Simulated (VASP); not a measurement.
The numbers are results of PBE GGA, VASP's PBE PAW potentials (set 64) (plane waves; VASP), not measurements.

Input for VASP

File KPOINTS:
```
Automatic mesh
0
Gamma
7 7 4
0 0 0
```

POSCAR:
```
PtS2
1.0
  1.7888012220  -3.0982946739   0.0000000000
  1.7888012220   3.0982946739   0.0000000000
  0.0000000000   0.0000000000   5.6043940279
Pt S
1 2
direct
  0.0000000000   0.0000000000   0.0000000000
  0.3333330000   0.6666670000   0.2179594992
  0.6666670000   0.3333330000   0.7820405008
```

INCAR:
```
ALGO=Normal
EDIFF=1E-6
EDIFFG=-0.02
ENCUT=400
GGA=PE
IBRION=2
ISIF=3
ISMEAR=0
LASPH=T
LCHARG=F
LMAXMIX=6
LREAL=F
LWAVE=F
NELM=100
NSW=60
PREC=Accurate
SIGMA=0.05
SYSTEM=PtS2
```

POTCAR, in this order: Pt S (PBE.64 set). Program: vasp_std.

Output

**OSZICAR**
```
...
DAV:   4    -0.154507780594E+02    0.90782E-04   -0.61165E-04   931   0.145E-01    0.377E-02
DAV:   5    -0.154507763296E+02    0.17298E-05   -0.41395E-05  1015   0.484E-02    0.202E-02
DAV:   6    -0.154507762208E+02    0.10878E-06   -0.72070E-06  1085   0.273E-02
   4 F= -.15450776E+02 E0= -.15450776E+02  d E =-.706586E-03
       N       E                     dE             d eps       ncg     rms          rms(c)
DAV:   1    -0.154690162153E+02   -0.18240E-01   -0.84776E-01   840   0.658E+00    0.101E+00
DAV:   2    -0.154559421822E+02    0.13074E-01   -0.78274E-02   924   0.299E+00    0.519E-01
DAV:   3    -0.154535258140E+02    0.24164E-02   -0.42931E-03  1050   0.731E-01    0.229E-01
DAV:   4    -0.154526754310E+02    0.85038E-03   -0.57411E-03   931   0.440E-01    0.115E-01
DAV:   5    -0.154526694214E+02    0.60096E-05   -0.38768E-04  1015   0.147E-01    0.608E-02
DAV:   6    -0.154526738556E+02   -0.44342E-05   -0.71256E-05  1094   0.845E-02    0.365E-02
DAV:   7    -0.154526702025E+02    0.36531E-05   -0.26752E-05  1001   0.460E-02    0.126E-02
DAV:   8    -0.154526705316E+02   -0.32905E-06   -0.30982E-06  1078   0.145E-02
   5 F= -.15452671E+02 E0= -.15452671E+02  d E =-.260090E-02
       N       E                     dE             d eps       ncg     rms          rms(c)
DAV:   1    -0.155189045733E+02   -0.66234E-01   -0.33235E+00   840   0.130E+01    0.206E+00
DAV:   2    -0.154684480369E+02    0.50457E-01   -0.30426E-01   931   0.589E+00    0.103E+00
DAV:   3    -0.154590381106E+02    0.94099E-02   -0.16660E-02  1050   0.143E+00    0.465E-01
DAV:   4    -0.154555058102E+02    0.35323E-02   -0.23146E-02   931   0.880E-01    0.230E-01
DAV:   5    -0.154554947871E+02    0.11023E-04   -0.15228E-03  1015   0.290E-01    0.122E-01
DAV:   6    -0.154555193554E+02   -0.24568E-04   -0.28973E-04  1073   0.168E-01    0.723E-02
DAV:   7    -0.154555107524E+02    0.86030E-05   -0.10271E-04  1015   0.888E-02    0.248E-02
DAV:   8    -0.154555134282E+02   -0.26758E-05   -0.13430E-05  1141   0.283E-02    0.209E-02
DAV:   9    -0.154555140827E+02   -0.65452E-06   -0.72642E-07   806   0.620E-03
   6 F= -.15455514E+02 E0= -.15455514E+02  d E =-.544445E-02
       N       E                     dE             d eps       ncg     rms          rms(c)
DAV:   1    -0.156939938219E+02   -0.23848E+00   -0.12791E+01   840   0.256E+01    0.425E+00
DAV:   2    -0.155081884101E+02    0.18581E+00   -0.11511E+00   938   0.114E+01    0.206E+00
DAV:   3    -0.154726181561E+02    0.35570E-01   -0.63543E-02  1078   0.275E+00    0.961E-01
DAV:   4    -0.154573658681E+02    0.15252E-01   -0.90993E-02   966   0.173E+00    0.466E-01
DAV:   5    -0.154574535339E+02   -0.87666E-04   -0.52985E-03  1029   0.540E-01    0.244E-01
DAV:   6    -0.154575476300E+02   -0.94096E-04   -0.10053E-03  1094   0.308E-01    0.136E-01
DAV:   7    -0.154575594970E+02   -0.11867E-04   -0.32553E-04  1029   0.154E-01    0.456E-02
DAV:   8    -0.154575744084E+02   -0.14911E-04   -0.45271E-05  1120   0.521E-02    0.381E-02
DAV:   9    -0.154575780207E+02   -0.36123E-05   -0.31501E-06   984   0.125E-02    0.132E-02
DAV:  10    -0.154575800026E+02   -0.19819E-05   -0.37297E-06   980   0.143E-02    0.634E-03
DAV:  11    -0.154575801566E+02   -0.15405E-06   -0.38378E-07   798   0.512E-03
   7 F= -.15457580E+02 E0= -.15457580E+02  d E =-.751052E-02
       N       E                     dE             d eps       ncg     rms          rms(c)
DAV:   1    -0.154611765259E+02   -0.35965E-02   -0.10566E-01   840   0.253E+00    0.386E-01
DAV:   2    -0.154586059299E+02    0.25706E-02   -0.13685E-02   931   0.130E+00    0.227E-01
DAV:   3    -0.154581924752E+02    0.41345E-03   -0.71416E-04  1036   0.306E-01    0.927E-02
DAV:   4    -0.154580630763E+02    0.12940E-03   -0.10597E-03   924   0.180E-01    0.465E-02
DAV:   5    -0.154580545158E+02    0.85605E-05   -0.38601E-05  1057   0.479E-02    0.370E-02
DAV:   6    -0.154580536879E+02    0.82793E-06   -0.52857E-06  1015   0.191E-02
   8 F= -.15458054E+02 E0= -.15458054E+02  d E =-.473531E-03
       N       E                     dE             d eps       ncg     rms          rms(c)
DAV:   1    -0.154864819821E+02   -0.28427E-01   -0.94214E-01   840   0.756E+00    0.116E+00
DAV:   2    -0.154637102516E+02    0.22772E-01   -0.12210E-01   931   0.389E+00    0.693E-01
DAV:   3    -0.154599857836E+02    0.37245E-02   -0.65006E-03  1036   0.920E-01    0.289E-01
DAV:   4    -0.154588008199E+02    0.11850E-02   -0.99271E-03   924   0.549E-01    0.141E-01
DAV:   5    -0.154587222565E+02    0.78563E-04   -0.38678E-04  1036   0.150E-01    0.109E-01
DAV:   6    -0.154587236306E+02   -0.13741E-05   -0.52308E-05  1015   0.619E-02    0.611E-02
DAV:   7    -0.154587255436E+02   -0.19130E-05   -0.40267E-05   973   0.525E-02    0.290E-02
DAV:   8    -0.154587259489E+02   -0.40522E-06   -0.32026E-06  1079   0.181E-02
   9 F= -.15458726E+02 E0= -.15458726E+02  d E =-.114579E-02
       N       E                     dE             d eps       ncg     rms          rms(c)
DAV:   1    -0.154602223386E+02   -0.14968E-02   -0.49904E-02   854   0.174E+00    0.267E-01
DAV:   2    -0.154589950334E+02    0.12273E-02   -0.65639E-03   931   0.901E-01    0.155E-01
DAV:   3    -0.154587954753E+02    0.19956E-03   -0.34872E-04  1022   0.214E-01    0.626E-02
DAV:   4    -0.154587337471E+02    0.61728E-04   -0.50409E-04   966   0.124E-01    0.320E-02
DAV:   5    -0.154587295101E+02    0.42370E-05   -0.17875E-05  1043   0.327E-02    0.254E-02
DAV:   6    -0.154587289209E+02    0.58927E-06   -0.24545E-06   852   0.134E-02
  10 F= -.15458729E+02 E0= -.15458729E+02  d E =-.114876E-02
       N       E                     dE             d eps       ncg     rms          rms(c)
DAV:   1    -0.154607159982E+02   -0.19865E-02   -0.11190E-01   840   0.230E+00    0.350E-01
DAV:   2    -0.154595955126E+02    0.11205E-02   -0.97957E-03   980   0.101E+00    0.177E-01
DAV:   3    -0.154593792036E+02    0.21631E-03   -0.42458E-04  1092   0.226E-01    0.790E-02
DAV:   4    -0.154593048515E+02    0.74352E-04   -0.57704E-04   966   0.136E-01    0.380E-02
DAV:   5    -0.154593029942E+02    0.18574E-05   -0.25455E-05  1029   0.349E-02    0.237E-02
DAV:   6    -0.154593031206E+02   -0.12646E-06   -0.39039E-06  1007   0.189E-02
  11 F= -.15459303E+02 E0= -.15459303E+02  d E =-.574200E-03
       N       E                     dE             d eps       ncg     rms          rms(c)
DAV:   1    -0.154727602417E+02   -0.13457E-01   -0.10031E+00   840   0.691E+00    0.108E+00
DAV:   2    -0.154628741086E+02    0.98861E-02   -0.87881E-02   980   0.304E+00    0.533E-01
DAV:   3    -0.154609422595E+02    0.19318E-02   -0.38730E-03  1085   0.678E-01    0.235E-01
DAV:   4    -0.154602504112E+02    0.69185E-03   -0.52535E-03   952   0.407E-01    0.114E-01
DAV:   5    -0.154602433839E+02    0.70272E-05   -0.22013E-04  1029   0.103E-01    0.720E-02
DAV:   6    -0.154602513252E+02   -0.79413E-05   -0.34234E-05  1023   0.559E-02    0.361E-02
DAV:   7    -0.154602496301E+02    0.16951E-05   -0.19948E-05  1001   0.370E-02    0.136E-02
DAV:   8    -0.154602497054E+02   -0.75292E-07   -0.20571E-06   805   0.136E-02
  12 F= -.15460250E+02 E0= -.15460250E+02  d E =-.152078E-02
       N       E                     dE             d eps       ncg     rms          rms(c)
DAV:   1    -0.154618777356E+02   -0.16281E-02   -0.12485E-01   840   0.243E+00    0.375E-01
DAV:   2    -0.154606246027E+02    0.12531E-02   -0.10961E-02   980   0.107E+00    0.183E-01
DAV:   3    -0.154603841991E+02    0.24040E-03   -0.47820E-04  1078   0.239E-01    0.800E-02
DAV:   4    -0.154603011451E+02    0.83054E-04   -0.63565E-04   952   0.142E-01    0.400E-02
DAV:   5    -0.154602995035E+02    0.16417E-05   -0.26974E-05  1036   0.363E-02    0.253E-02
DAV:   6    -0.154602997534E+02   -0.24997E-06   -0.44320E-06   973   0.200E-02
  13 F= -.15460300E+02 E0= -.15460300E+02  d E =-.157083E-02
```

File OUTCAR:
```
------------------------ aborting loop because EDIFF is reached ----------------------------------------
  FORCE on cell =-STRESS in cart. coord.  units (eV):
  Direction    XX          YY          ZZ          XY          YZ          ZX
  --------------------------------------------------------------------------------------
  Total        0.0121452      0.0121452      0.0040969     -0.0000000     -0.0000000     -0.0000000
  in kB        0.2866013      0.2866013      0.0966782     -0.0000000     -0.0000000     -0.0000000
  external PRESSURE =       0.2232936 kB  Pullay stress =       0.0000000 kB
  volume of cell :       67.89
      direct lattice vectors                 reciprocal lattice vectors
     1.786699991 -3.094655235 -0.000000000     0.279845527 -0.161568886 -0.000000000
     1.786699991  3.094655235  0.000000000     0.279845527  0.161568886 -0.000000000
     0.000000000  0.000000000  6.139651684    -0.000000000 -0.000000000  0.162875689
 POSITION                                       TOTAL-FORCE (eV/Angst)
 -----------------------------------------------------------------------------------
      0.00000      0.00000      6.13965        -0.000000      0.000000     -0.000000
      1.78670      1.03155      1.22541         0.000000      0.000000      0.002734
      1.78670     -1.03155      4.91424        -0.000000     -0.000000     -0.002734
 -----------------------------------------------------------------------------------
    total drift:                                0.000000     -0.000000      0.000000
  FREE ENERGIE OF THE ION-ELECTRON SYSTEM (eV)
  ---------------------------------------------------
  free  energy   TOTEN  =       -15.4602997534 eV

  energy  without entropy=      -15.4602997534  energy(sigma->0) =      -15.46029975

 reached required accuracy - stopping structural energy minimisation
```
(Selected blocks of OUTCAR.)

File CONTCAR:
```
PtS2
   1.00000000000000
     1.7866999911155710   -3.0946552349618650   -0.0000000000000002
     1.7866999911155714    3.0946552349618650    0.0000000000000004
     0.0000000000000002    0.0000000000000002    6.1396516844701710
  Pt              S
     1     2
Direct
     0.0000000000000000    0.0000000000000000    1.0000000000000000
     0.3333330000000032    0.6666669999999968    0.1995896865352651
     0.6666669999999968    0.3333330000000032    0.8004103134647350
```

Energy and stress use the plane-wave basis of the starting cell. Without a dispersion term in the relaxation, distances and binding between the weakly bound layers, chains or molecules are unreliable, and so is what depends on them.

The compound is PtS2 in the 1T layered structure. This run relaxes it. Symmetry was kept, so distortions that lower it aren't found. The start is the result of an earlier pass.
